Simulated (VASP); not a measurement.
## SnO2 (Cassiterite): time-dependent DFT spectra

Which functionals bind an exciton in SnO2 (Cassiterite)? The cell is of the rutile type, one of the forms listed for this formula. The start is a cell from a database of measured crystal structures.

Program: VASP 6.6.1. Level of theory: LDA; plane waves and PAW (Sn_d, O), in the first sound run; inputs show where later runs differ. Results are calculated unless marked as measured.

## Step 1: Set-up

Symmetry: P4_2/mnm, No. 136, tetragonal system. Conventional cell: a = 4.738 Å, b = 4.738 Å, c = 3.187 Å, α = 90.00°, β = 90.00°, γ = 90.00°. Sn has 6 O at 2.05 to 2.06 Å nearest. Nearest to O lie 3 Sn at 2.05 to 2.06 Å. Farther neighbours and most contacts between anions are not listed.

## Step 2: Ground state at LDA

Many-body steps start from the orbitals of a self-consistent run, here LDA. EDIFF is tight for accurate orbitals, and a narrow smearing avoids fractional occupations.

INCAR

```
SYSTEM = SnO2
PREC = Accurate
ENCUT = 420
EDIFF = 1E-08
NELM = 100
ISMEAR = 0
SIGMA = 0.01
LREAL = .FALSE.
ALGO = Normal
GGA = CA
NBANDS = 32
LORBIT = 11
LWAVE = .TRUE.
LCHARG = .FALSE.
KPAR = 8
```

POSCAR

```
SnO2
1.0
    4.7380000000      0.0000000000      0.0000000000
    0.0000000000      4.7380000000      0.0000000000
    0.0000000000      0.0000000000      3.1865000000
Sn O
2 4
Direct
    0.5000000000      0.5000000000      0.5000000000
    0.0000000000      0.0000000000      0.0000000000
    0.8071000000      0.1929000000      0.5000000000
    0.6929000000      0.6929000000      0.0000000000
    0.1929000000      0.8071000000      0.5000000000
    0.3071000000      0.3071000000      0.0000000000
```

KPOINTS

```
Automatic mesh
0
Gamma
4 4 6
0 0 0
```

The projector-augmented-wave data sets are Sn_d and O (PBE family, release 64).

Launch:

```console
$ mpirun -np 8 vasp_std
```

What it wrote:

```text
[banner, memory and clock lines left out]
running    8 mpi-ranks, on    1 nodes
 distrk:  each k-point on    1 cores,    8 groups
 distr:  one band on    1 cores,    1 groups

 POSCAR found type information on POSCAR SnO
 POSCAR found :  2 types and       6 ions
|                                                                             |
|           W    W    AA    RRRRR   N    N  II  N    N   GGGG   !!!           |
|           W    W   A  A   R    R  NN   N  II  NN   N  G    G  !!!           |
|           W    W  A    A  R    R  N N  N  II  N N  N  G       !!!           |
|           W WW W  AAAAAA  RRRRR   N  N N  II  N  N N  G  GGG   !            |
|           WW  WW  A    A  R   R   N   NN  II  N   NN  G    G                |
|           W    W  A    A  R    R  N    N  II  N    N   GGGG   !!!           |
|                                                                             |
|     For optimal performance we recommend to set                             |
|       NCORE = 2 up to number-of-cores-per-socket                            |
|     NCORE specifies how many cores store one orbital (NPAR=cpu/NCORE).      |
|     This setting can greatly improve the performance of VASP for DFT.       |
|     The default, NCORE=1 might be grossly inefficient on modern             |
|     multi-core architectures or massively parallel machines. Do your        |
|     Unfortunately you need to use the default for GW and RPA                |
|     calculations (for HF NCORE is supported but not extensively tested      |
|     yet).                                                                   |
|                                                                             |

|                                                                             |
|               ----> ADVICE to this user running VASP <----                  |
|                                                                             |
|     You enforced a specific xc type in the INCAR file but a different       |
|     [... a line on the potential file left out ...]
|     I HOPE YOU KNOW WHAT YOU ARE DOING!                                     |
|                                                                             |

 LDA part: xc-table for (Slater(with rela. corr.)+CA(PZ))
 , standard interpolation
 POSCAR, INCAR and KPOINTS ok, starting setup
 FFT: planning ... GRIDC
 FFT: planning ... GRID_SOFT
 FFT: planning ... GRID
 WAVECAR not read
 entering main loop
       N       E                     dE             d eps       ncg     rms          rms(c)
DAV:   1     0.568136189869E+03    0.56814E+03   -0.23183E+04  1720   0.223E+03
DAV:   2     0.349109353745E+02   -0.53323E+03   -0.51338E+03  1728   0.601E+02
DAV:   3    -0.444045177782E+02   -0.79315E+02   -0.78414E+02  1840   0.202E+02
DAV:   4    -0.479578995426E+02   -0.35534E+01   -0.35430E+01  1816   0.485E+01
DAV:   5    -0.480709763010E+02   -0.11308E+00   -0.11304E+00  1984   0.854E+00    0.148E+01
DAV:   6    -0.425181913668E+02    0.55528E+01   -0.19615E+01  2392   0.683E+01    0.590E+00
DAV:   7    -0.425365292207E+02   -0.18338E-01   -0.18167E+00  1760   0.774E+00    0.313E+00
DAV:   8    -0.424624657030E+02    0.74064E-01   -0.24846E-01  2304   0.433E+00    0.673E-01
DAV:   9    -0.424481991130E+02    0.14267E-01   -0.53096E-02  2456   0.352E+00    0.130E-01
DAV:  10    -0.424483416262E+02   -0.14251E-03   -0.41473E-03  2240   0.616E-01    0.442E-02
DAV:  11    -0.424483562045E+02   -0.14578E-04   -0.16931E-04  2440   0.148E-01    0.170E-02
DAV:  12    -0.424483581525E+02   -0.19481E-05   -0.11875E-05  1824   0.236E-02    0.117E-02
DAV:  13    -0.424483566132E+02    0.15393E-05   -0.78163E-06  2344   0.355E-02    0.136E-03
DAV:  14    -0.424483566654E+02   -0.52143E-07   -0.65886E-07  2064   0.683E-03    0.700E-04
DAV:  15    -0.424483566684E+02   -0.30077E-08   -0.21224E-08  1576   0.137E-03
   1 F= -.42448357E+02 E0= -.42448357E+02  d E =-.451388E-32
 writing wavefunctions
```

Run time: 4.2 s. Hardware: 8 MPI ranks of Intel Xeon 6975P-C (Granite Rapids), shared host; peak memory 1.3 GiB; 28 s of CPU time.

Lines that name or quote the potential files are left out of all logs, and their timing lines are given in words.

OUTCAR, selected parts (step 2):

```text
ion  position               nearest neighbor table
   1  0.500  0.500  0.500-   4 2.05   6 2.05   4 2.05   6 2.05   5 2.06   3 2.06   2 3.71   2 3.71
                             2 3.71   2 3.71   2 3.71   2 3.71   2 3.71   2 3.71
   2  0.000  0.000  0.000-   3 2.05   5 2.05   3 2.05   5 2.05   4 2.06   6 2.06   1 3.71   1 3.71
                             1 3.71   1 3.71   1 3.71   1 3.71   1 3.71   1 3.71
   3  0.807  0.193  0.500-   2 2.05   2 2.05   1 2.06
   4  0.693  0.693  0.000-   1 2.05   1 2.05   2 2.06
   5  0.193  0.807  0.500-   2 2.05   2 2.05   1 2.06
   6  0.307  0.307  0.000-   1 2.05   1 2.05   2 2.06

  LATTYP: Found a simple tetragonal cell.
 ALAT       =     4.7380000000
 C/A-ratio  =     0.6725411566

 Subroutine GETGRP returns: Found 16 space group operations
 (whereof  8 operations were pure point group operations)

The static configuration has the point symmetry D_2h.
 The point group associated with its full space group is D_4h.

 Found     24 irreducible k-points:

   k-points           NKPTS =     24   k-points in BZ     NKDIM =     24   number of bands    NBANDS=     32

   dimension x,y,z NGX =    32 NGY =   32 NGZ =   24
   dimension x,y,z NGXF=    64 NGYF=   64 NGZF=   48

   ENCUT  =  420.0 eV  30.87 Ry    5.56 a.u.   7.92  7.92  5.32*2*pi/ulx,y,z

   NELECT =      52.0000    total number of electrons

 k-points in reciprocal lattice and weights: Automatic mesh
   0.00000000  0.00000000  0.00000000       0.010
   0.25000000  0.00000000  0.00000000       0.042
   0.50000000  0.00000000  0.00000000       0.021
   0.25000000  0.25000000  0.00000000       0.042
   0.50000000  0.25000000  0.00000000       0.042
   0.50000000  0.50000000  0.00000000       0.010
   0.00000000  0.00000000  0.16666667       0.021
   0.25000000  0.00000000  0.16666667       0.083
   0.50000000  0.00000000  0.16666667       0.042
[...]
0.50000000  0.25000000  0.50000000       0.042
   0.50000000  0.50000000  0.50000000       0.010

 average (electrostatic) potential at core
       1 -99.1235       2 -99.1235       3 -67.8026       4 -67.8026       5 -67.8026
       6 -67.8026

 E-fermi :   5.8759

 k-point     1 :       0.0000    0.0000    0.0000
  band No.  band energies     occupation
    ...
     22       4.5332      2.00000
     23       4.5332      2.00000
     24       4.9889      2.00000
     25       4.9889      2.00000
     26       5.7955      2.00000
     27       6.9733      0.00000
     28      11.7278      0.00000
     29      11.8992      0.00000
     30      11.8992      0.00000
     31      15.9183      0.00000
    ...

 k-point     2 :       0.2500    0.0000    0.0000
  band No.  band energies     occupation
    ...
     22       4.1268      2.00000
     23       4.5486      2.00000
     24       4.5684      2.00000
     25       5.0293      2.00000
     26       5.4974      2.00000
     27       8.2626      0.00000
     28      11.3139      0.00000
     29      12.1520      0.00000
     30      12.3244      0.00000
     31      16.4110      0.00000
    ...

 k-point     3 :       0.5000    0.0000    0.0000
  band No.  band energies     occupation
    ...
     22       3.7907      2.00000
     23       4.5723      2.00000
     24       4.5723      2.00000
     25       5.1365      2.00000
     26       5.1365      2.00000
     27      10.1103      0.00000
     28      10.1103      0.00000
     29      12.6268      0.00000
     30      12.6268      0.00000
     31      16.5277      0.00000
    ...

  Total       -1.7108602     -1.7108602     -0.8782068      0.0000000      0.0000000      0.0000000
  in kB      -38.3196085    -38.3196085    -19.6699546      0.0000000      0.0000000      0.0000000
  external PRESSURE =     -32.1030572 kB  Pullay stress =       0.0000000 kB

  energy-cutoff  :      420.00
  volume of cell :       71.53
      direct lattice vectors                 reciprocal lattice vectors
     4.738000000  0.000000000  0.000000000     0.211059519  0.000000000  0.000000000
     0.000000000  4.738000000  0.000000000     0.000000000  0.211059519  0.000000000
     0.000000000  0.000000000  3.186500000     0.000000000  0.000000000  0.313823945

 POSITION                                       TOTAL-FORCE (eV/Angst)
 -----------------------------------------------------------------------------------
      2.36900      2.36900      1.59325         0.000000      0.000000      0.000000
      0.00000      0.00000      0.00000         0.000000      0.000000      0.000000
      3.82404      0.91396      1.59325        -0.135433      0.135433     -0.000000
      3.28296      3.28296      0.00000         0.135433      0.135433     -0.000000
      0.91396      3.82404      1.59325         0.135433     -0.135433      0.000000
      1.45504      1.45504      0.00000        -0.135433     -0.135433      0.000000
 -----------------------------------------------------------------------------------
    total drift:                                0.000000     -0.000000     -0.000000

  FREE ENERGIE OF THE ION-ELECTRON SYSTEM (eV)
  ---------------------------------------------------
  free  energy   TOTEN  =       -42.4483566684 eV

  energy  without entropy=      -42.4483566684  energy(sigma->0) =      -42.44835667

 total charge
# of ion       s       p       d       tot
------------------------------------------
    1        0.885   1.122  10.400  12.406
    2        0.885   1.122  10.400  12.406
    3        1.566   3.500   0.000   5.066
    4        1.566   3.500   0.000   5.066
    5        1.566   3.500   0.000   5.066
    6        1.566   3.500   0.000   5.066
--------------------------------------------------
tot          8.033  16.245  20.799  45.078

[... 3 further parts left out ...]
```

The gap is read on the k-mesh alone, so it is an upper bound where the band edges lie off the mesh. The PAW data sets were made with PBE, though LDA sets exist; this is a small mismatch.

A gap read on the k-mesh alone can miss the band edges.

Numbers from this step:

| Property | Result |
| --- | --- |
| free energy (TOTEN) | -42.45 eV |
| Fermi energy | 5.876 eV |
| pressure | -3.210 GPa |
| gap on the k-mesh | 1.178 eV |
| least direct gap on the k-mesh | 1.178 eV |

## Step 3: Empty bands, functional LDA

ALGO = Exact diagonalises the converged Hamiltonian in one step, and LOPTICS writes the k-derivatives of the orbitals (WAVEDER), which give the transition dipoles.

INCAR

```
SYSTEM = SnO2
PREC = Accurate
ENCUT = 420
ISMEAR = 0
SIGMA = 0.01
LREAL = .FALSE.
GGA = CA
NBANDS = 48
ALGO = Exact
NELM = 1
LWAVE = .TRUE.
LCHARG = .FALSE.
LOPTICS = .TRUE.
NEDOS = 1000
CSHIFT = 0.1
```

POSCAR is that of step 2.

KPOINTS is that of step 2.

Launch:

```console
$ mpirun -np 8 vasp_std
```

What it wrote:

```text
[banner, memory and clock lines left out]
running    8 mpi-ranks, on    1 nodes
 distrk:  each k-point on    8 cores,    1 groups
 distr:  one band on    1 cores,    8 groups

 POSCAR found type information on POSCAR SnO
 POSCAR found :  2 types and       6 ions
 [... a notice as in an earlier step ...]

 [... a notice as in an earlier step ...]

 LDA part: xc-table for (Slater(with rela. corr.)+CA(PZ))
 , standard interpolation
 found WAVECAR, reading the header
  number of bands has changed, file:    32 present:    48
  trying to continue reading WAVECAR, but it might fail
 POSCAR, INCAR and KPOINTS ok, starting setup
 FFT: planning ... GRIDC
 FFT: planning ... GRID_SOFT
 FFT: planning ... GRID
 reading WAVECAR
 random initialization beyond band           32
 the WAVECAR file was read successfully
 initial charge from wavefunction
 entering main loop
       N       E                     dE             d eps       ncg     rms          rms(c)
DIA:   1    -0.424483566714E+02   -0.42448E+02    0.00000E+00     0   0.000E+00
   1 F= -.42448357E+02 E0= -.42448357E+02  d E =-.160923E-19
 writing wavefunctions
 optical routines
 imaginary and real dielectric function
 recalculating local potential from charge density
 direction            1
 direction            2
 direction            3
```

Wall time 16 s (8 MPI ranks); peak memory 1.9 GiB.

Parts of OUTCAR (step 3):

```text
 Found     24 irreducible k-points:

   k-points           NKPTS =     24   k-points in BZ     NKDIM =     24   number of bands    NBANDS=     48

   NELECT =      52.0000    total number of electrons

 E-fermi :   5.8555

 k-point     1 :       0.0000    0.0000    0.0000
  band No.  band energies     occupation
    ...
     22       4.5333      2.00000
     23       4.5333      2.00000
     24       4.9890      2.00000
     25       4.9890      2.00000
     26       5.7956      2.00000
     27       6.9734      0.00000
     28      11.7278      0.00000
     29      11.8992      0.00000
     30      11.8992      0.00000
     31      15.9183      0.00000
    ...

 k-point     2 :       0.2500    0.0000    0.0000
  band No.  band energies     occupation
    ...
     22       4.1269      2.00000
     23       4.5487      2.00000
     24       4.5685      2.00000
     25       5.0294      2.00000
     26       5.4975      2.00000
     27       8.2627      0.00000
     28      11.3139      0.00000
     29      12.1520      0.00000
     30      12.3244      0.00000
     31      16.4111      0.00000
    ...

  Total       -1.7112208     -1.7112208     -0.8782028      0.0000000      0.0000000      0.0000000
  in kB      -38.3276850    -38.3276850    -19.6698644      0.0000000      0.0000000      0.0000000
  external PRESSURE =     -32.1084115 kB  Pullay stress =       0.0000000 kB

 POSITION                                       TOTAL-FORCE (eV/Angst)
 -----------------------------------------------------------------------------------
      2.36900      2.36900      1.59325         0.000000      0.000000     -0.000000
      0.00000      0.00000      0.00000         0.000000      0.000000     -0.000000
      3.82404      0.91396      1.59325        -0.135439      0.135439      0.000000
      3.28296      3.28296      0.00000         0.135439      0.135439      0.000000
      0.91396      3.82404      1.59325         0.135439     -0.135439     -0.000000
      1.45504      1.45504      0.00000        -0.135439     -0.135439     -0.000000
 -----------------------------------------------------------------------------------
    total drift:                                0.000000     -0.000000     -0.000000

  FREE ENERGIE OF THE ION-ELECTRON SYSTEM (eV)
  ---------------------------------------------------
  free  energy   TOTEN  =       -42.4483566714 eV

  energy  without entropy=      -42.4483566714  energy(sigma->0) =      -42.44835667

 plasma frequency squared (from intraband transitions) (eV^2)
  --------------------------------------------------------------------------------------
       0.000       0.000       0.000
       0.000       0.000       0.000
       0.000       0.000       0.000

[... 8 parts as in an earlier step ...]

[... 5 further parts left out ...]
```

WAVECAR now holds 48 bands for 52 electrons. Its independent-particle dielectric tensor has xx, yy, zz = 4.5, 4.5, 4.7 on this mesh, which isn't tested for convergence in mesh or bands and lacks local fields.

(Part 1 of 4 ends here.)

[Lines on the potential files, build, host, timing and source positions are cut from VASP's logs without a mark.]

[Logs are printed without paths, hosts, clocks, repeated set-up lines and the standing remarks that a program may print on its own settings, such as how far it seeks lower states.]

[Hosts, paths, dates, database ids (printed as entryN), source tags and the programs' standing remarks are cut or masked in the printed files.]

[Pressures printed for these runs are not shown converged in the cutoff: they can be off by several GPa and have the wrong sign.]
